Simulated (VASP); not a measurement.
# Quasiparticle energies of CdSe in VASP, part 4 of 4

Wanted: how far GW moves the Kohn-Sham levels of CdSe. The cell is of the zinc-blende type, one of the forms listed for this formula, which need not be the common one. The start joins lattice constants measured in a paper with the fractional positions of a database entry.

VASP 6.6.1, plane waves and PAW; the level of theory is named at each step.

So far, quasiparticle gap on the mesh (eV): step 5 (G0W0, ENCUTGW 100, bands in the sums 128) 1.35; step 7 (G0W0, ENCUTGW 140, bands in the sums 216) 1.38; step 9 (G0W0, ENCUTGW 180, bands in the sums 304) 1.40; step 11 (G0W0, ENCUTGW 220, bands in the sums 416) 1.41.

## 13. G0W0, one more run, ENCUTGW 140, bands in the sums 24

This step: G0W0 on PBE; plane waves and PAW (Cd_GW, Se_GW) (VASP 6.6.1).

This run repeats the step with a slip in the input.

INCAR

```
SYSTEM = CdSe
PREC = Accurate
ENCUT = 330
ISMEAR = 0
SIGMA = 0.01
LREAL = .FALSE.
GGA = PE
NBANDS = 24
ALGO = EVGW0
NELMGW = 1
ENCUTGW = 140
NOMEGA = 48
PRECFOCK = Fast
NBANDSGW = 24
LWAVE = .FALSE.
LCHARG = .FALSE.
```

POSCAR

```
CdSe
1.0
    0.0000000000      3.0250000000      3.0250000000
    3.0250000000      0.0000000000      3.0250000000
    3.0250000000      3.0250000000      0.0000000000
Cd Se
1 1
Direct
    0.0000000000      0.0000000000      0.0000000000
    0.7500000000      0.7500000000      0.7500000000
```

KPOINTS

```
Automatic mesh
0
Gamma
6 6 6
0 0 0
```

Potentials, in the order of the species: Cd_GW and Se_GW (PBE family, release 64).

Launch:

```
$ mpirun -np 8 vasp_std
```

Log:

```text
[banner, memory and clock lines left out]
running    8 mpi-ranks, on    1 nodes
 distrk:  each k-point on    8 cores,    1 groups
 distr:  one band on    1 cores,    8 groups

 POSCAR found type information on POSCAR CdSe
 POSCAR found :  2 types and       2 ions
 [... a notice as in an earlier step ...]

 [... a notice as in an earlier step ...]

 LDA part: xc-table for (Slater+PW92), standard interpolation
 found WAVECAR, reading the header
 POSCAR, INCAR and KPOINTS ok, starting setup
 FFT: planning ... GRIDC
 FFT: planning ... GRID_SOFT
 FFT: planning ... GRID
 reading WAVECAR
 the WAVECAR file was read successfully
 initial charge from wavefunction
 available memory per node:     91.04 GB, setting MAXMEM to     93226

 The Fermi energy was updated, please check that it is located mid-gap
 values below the HOMO (VB) or above the LUMO (CB) will cause erroneous energies
 E-fermi :   2.5772

 calculate exact exchange contribution
 the WAVEDER file was read successfully
energies w=
    0.000    0.000    0.260    0.000    0.518    0.000    0.775    0.000
    1.028    0.000    1.278    0.000    1.524    0.000    1.765    0.000
    2.001    0.000    2.233    0.000    2.461    0.000    2.686    0.000
    2.907    0.000    3.125    0.000    3.342    0.000    3.558    0.000
    3.773    0.000    3.990    0.000    4.208    0.000    4.429    0.000
    4.654    0.000    4.884    0.000    5.121    0.000    5.366    0.000
    5.622    0.000    5.890    0.000    6.173    0.000    6.474    0.000
    6.796    0.000    7.143    0.000    7.521    0.000    7.936    0.000
    8.396    0.000    8.912    0.000    9.496    0.000   10.166    0.000
   10.945    0.000   11.865    0.000   12.973    0.000   14.334    0.000
   16.049    0.000   18.278    0.000   21.291    0.000   25.587    0.000
   32.193    0.000   43.613    0.000   68.009    0.000  155.817    0.000
 responsefunction array rank=     224
 LDA part: xc-table for (Slater+PW92), standard interpolation

 min. memory requirement per mpi rank    185.6 MB, per node   1485.1 MB

 allocating   6 responsefunctions rank=   224
 shmem allocating  48 responsefunctions rank=   224
 response function shared by NCSHMEM nodes    1
 Doing            6  frequencies on each core in blocks of           48
NQ=   1    0.0000    0.0000    0.0000,
|.........|.........|.........|.........|.........|.........|.........|.........
 performed         76000 updates of chi_q(r,r)
 total number of BLAS operations         20.12 Gflops
NQ=   2    0.1667    0.0000    0.0000,
|.........|.........|.........|.........|.........|.........|.........|.........
 performed        231000 updates of chi_q(r,r)
 total number of BLAS operations         66.33 Gflops
NQ=   3    0.3333    0.0000    0.0000,
|.........|.........|.........|.........|.........|.........|.........|.........
 performed        386000 updates of chi_q(r,r)
 total number of BLAS operations        118.47 Gflops
NQ=   4    0.5000    0.0000    0.0000,
|.........|.........|.........|.........|.........|.........|.........|.........
 performed        513000 updates of chi_q(r,r)
 total number of BLAS operations        163.43 Gflops
NQ=   5    0.1667    0.1667    0.0000,
|.........|.........|.........|.........|.........|.........|.........|.........
 performed        668000 updates of chi_q(r,r)
 total number of BLAS operations        214.06 Gflops
NQ=   6    0.3333    0.1667    0.0000,
|.........|.........|.........|.........|.........|.........|.........|.........
 performed        922000 updates of chi_q(r,r)
 total number of BLAS operations        300.34 Gflops
NQ=   7    0.5000    0.1667    0.0000,
|.........|.........|.........|.........|.........|.........|.........|.........
 performed       1176000 updates of chi_q(r,r)
 total number of BLAS operations        390.87 Gflops
NQ=   8   -0.3333    0.1667    0.0000,
|.........|.........|.........|.........|.........|.........|.........|.........
 performed       1430000 updates of chi_q(r,r)
 total number of BLAS operations        481.39 Gflops
NQ=   9   -0.1667    0.1667    0.0000,
|.........|.........|.........|.........|.........|.........|.........|.........
 performed       1647000 updates of chi_q(r,r)
 total number of BLAS operations        556.60 Gflops
NQ=  10    0.3333    0.3333    0.0000,
|.........|.........|.........|.........|.........|.........|.........|.........
 performed       1802000 updates of chi_q(r,r)
 total number of BLAS operations        609.25 Gflops
NQ=  11    0.5000    0.3333    0.0000,
|.........|.........|.........|.........|.........|.........|.........|.........
 performed       2056000 updates of chi_q(r,r)
 total number of BLAS operations        698.06 Gflops
NQ=  12   -0.3333    0.3333    0.0000,
|.........|.........|.........|.........|.........|.........|.........|.........
 performed       2273000 updates of chi_q(r,r)
 total number of BLAS operations        776.19 Gflops
NQ=  13    0.5000    0.5000    0.0000,
|.........|.........|.........|.........|.........|.........|.........|.........
 performed       2384000 updates of chi_q(r,r)
 total number of BLAS operations        820.08 Gflops
NQ=  14    0.5000    0.3333    0.1667,
|.........|.........|.........|.........|.........|.........|.........|.........
 performed       2672000 updates of chi_q(r,r)
 total number of BLAS operations        921.94 Gflops
NQ=  15   -0.3333    0.3333    0.1667,
|.........|.........|.........|.........|.........|.........|.........|.........
 performed       2942000 updates of chi_q(r,r)
 total number of BLAS operations       1015.49 Gflops
NQ=  16   -0.3333    0.5000    0.1667,
|.........|.........|.........|.........|.........|.........|.........|.........
 performed       3160000 updates of chi_q(r,r)
 total number of BLAS operations       1091.10 Gflops
 resolving degeneracies of screened two electron integrals

 calculate QP shifts <psi_nk| G(iteration)W_0 |psi_nk>: iteration 1
 entering main loop
```

It took 39 s on 8 MPI ranks of Intel Xeon 6975P-C (Granite Rapids), shared host; peak memory 1.9 GiB.

OUTCAR, selected parts (step 13):

```text
   k-points           NKPTS =     16   k-points in BZ     NKDIM =    216   number of bands    NBANDS=     24

   NELECT =      18.0000    total number of electrons

 E-fermi :   2.5772

 QP shifts <psi_nk| G(iteration)W_0 |psi_nk>: iteration 1
 for sc-GW calculations column KS-energies equals QP-energies in previous step
 and V_xc(KS)=  KS-energies - (<T + V_ion + V_H > + <T+V_H+V_ion>^1  + <V_x>^1)
 k-point   1 :       0.0000    0.0000    0.0000
  band No.  KS-energies  QP-energies   sigma(KS)   V_xc(KS)     V^pw_x(r,r')   Z            occupation Imag(sigma)
    ...
      6      -5.3259      -6.5078     -17.2159     -15.5007     -23.2172       0.6891       2.0000       0.1993
      7       2.2643       2.3661     -12.6042     -12.7412     -15.1870       0.7429       2.0000       0.1125
      8       2.2643       2.3661     -12.6042     -12.7412     -15.1870       0.7429       2.0000       0.1125
      9       2.2643       2.3661     -12.6042     -12.7412     -15.1870       0.7429       2.0000       0.1125
     10       2.8901       3.8153      -8.4907      -9.6754      -6.1729       0.7810       0.0000      -0.0461
     11       8.1953       9.3079      -7.8471      -9.2941      -4.7575       0.7689       0.0000      -0.1134
     12       8.1953       9.3079      -7.8471      -9.2941      -4.7575       0.7689       0.0000      -0.1134
     13       8.1953       9.3079      -7.8471      -9.2941      -4.7575       0.7689       0.0000      -0.1134
    ...

 k-point   2 :       0.1667    0.0000    0.0000
  band No.  KS-energies  QP-energies   sigma(KS)   V_xc(KS)     V^pw_x(r,r')   Z            occupation Imag(sigma)
    ...
      6      -5.3271      -6.5072     -17.2105     -15.4964     -23.2141       0.6884       2.0000       0.1998
      7       0.5396       0.5473     -11.5574     -11.5679     -14.1377       0.7297       2.0000       0.1336
      8       2.0476       2.1206     -12.4650     -12.5634     -15.0914       0.7416       2.0000       0.1168
      9       2.0476       2.1206     -12.4650     -12.5634     -15.0914       0.7416       2.0000       0.1168
     10       4.1997       5.1873      -9.0589     -10.3308      -6.8132       0.7765       0.0000      -0.0592
     11       7.9680       8.9985      -7.9286      -9.2742      -4.8227       0.7658       0.0000      -0.1187
     12       8.5249       9.6552      -7.9189      -9.3996      -4.7585       0.7634       0.0000      -0.1248
     13       8.5249       9.6552      -7.9189      -9.3996      -4.7585       0.7634       0.0000      -0.1248
    ...

[... 7 parts as in an earlier step ...]

[... 8 further parts left out ...]
```

Convergence was reached, but on settings outside the sound range, so the numbers are no properties of the crystal.

The fault in the input: too few bands. GW and response sums need hundreds of empty bands, so NBANDS has to follow the run without the slip.

## 14. Summary

This step: GW series: G0W0 on PBE; plane waves and PAW (VASP 6.6.1).

This step runs nothing: it gathers the runs above.

This step gave:

| Item | Value |
| --- | --- |
| gap extrapolated to a complete basis | 1.454 eV |
| direct gap extrapolated to a complete basis | 1.454 eV |

Cost is wall time times ranks on a shared host, with the step that makes the empty bands. GW runs:

```csv
level,bands,ENCUTGW (eV),NOMEGA,k mesh,starting gap (eV),quasiparticle gap (eV),direct gap (eV),cost (core minutes)
G0W0,128,100,48,6x6x6,0.6258,1.347,1.347,17.4
G0W0,216,140,48,6x6x6,0.6258,1.377,1.377,21.93
G0W0,304,180,48,6x6x6,0.6258,1.402,1.402,30.59
G0W0,416,220,48,6x6x6,0.6258,1.414,1.414,52.01
```

## 15. Summary of results

* G0W0 on PBE, 416 bands, ENCUTGW 220 eV, NOMEGA 48, mesh 6×6×6: 0.626 → 1.414 eV
* G0W0 on PBE, 128 bands, ENCUTGW 100 eV, NOMEGA 48, mesh 6×6×6: 0.626 → 1.347 eV
* gap at a complete basis (linear in ENCUTGW^-3/2): 1.45 eV

What this shows: G0W0 gives a quasiparticle gap of 1.414 eV on the mesh, 0.79 eV over the PBE gap on the same mesh. On mesh and path the starting valence top lies at Γ and the conduction bottom at Γ, so the starting gap is direct. Both points lie on the GW mesh. The steps of the series move the gap by +30, +26, +11 meV; the last costs 1.7 times the one before. The last step lies within a tolerance of 30 meV, picked for this account, and the last two together move the gap by +37 meV. Extrapolated from the last three points to a complete basis, the gap is 1.45 eV, +40 meV from the dearest run. The three points are fitted by a line in ENCUTGW^-3/2; a bend in them isn't tested. The extrapolation removes the error of the response basis alone, at this mesh, ENCUT and data set. In Cd_GW the d shell is in the valence without all the semicore s and p states of the same shell; those stay frozen in the core, and how far that moves the GW gap wasn't tested here. Spin-orbit coupling is left out; with Cd and Se in the cell it can split or shift band edges, by an amount that depends on which atoms form them and isn't tested here. The given cell is kept, although it stands at +3.5 GPa at PBE and ENCUT = 330 eV, which holds the mismatch of the given cell with this functional, any error of the entry itself and any basis-set error; the relaxation of the atoms, at PBE and ENCUT = 400 eV, gave +3.8 GPa. Not tabulated here, as repeats of values shown or as unfit to read for their mesh, reference level or band range: gaps (empty bands, relaxation, too few empty bands); eps2 curves (empty bands); eps1 curves and static values (empty bands). The run with too few bands isn't used: the sums over empty states are cut short. It gave 1.449 eV for the quasiparticle gap on the mesh, against 1.377 eV in the run without the slip that is nearest to it in settings (INCAR differs in NBANDS).

[Lines on the potential files, build, host, timing and source positions are cut from VASP's logs without a mark.]

[Logs are printed without paths, hosts, clocks, repeated set-up lines and the standing remarks that a program may print on its own settings, such as how far it seeks lower states.]

[Hosts, paths, dates, database ids (printed as entryN), source tags and the programs' standing remarks are cut or masked in the printed files.]

[Pressures printed for these runs are not shown converged in the cutoff: they can be off by several GPa and have the wrong sign.]

[In band tables of VASP the shares of atoms and orbitals are scaled to a sum of 1 inside the atoms' spheres.]
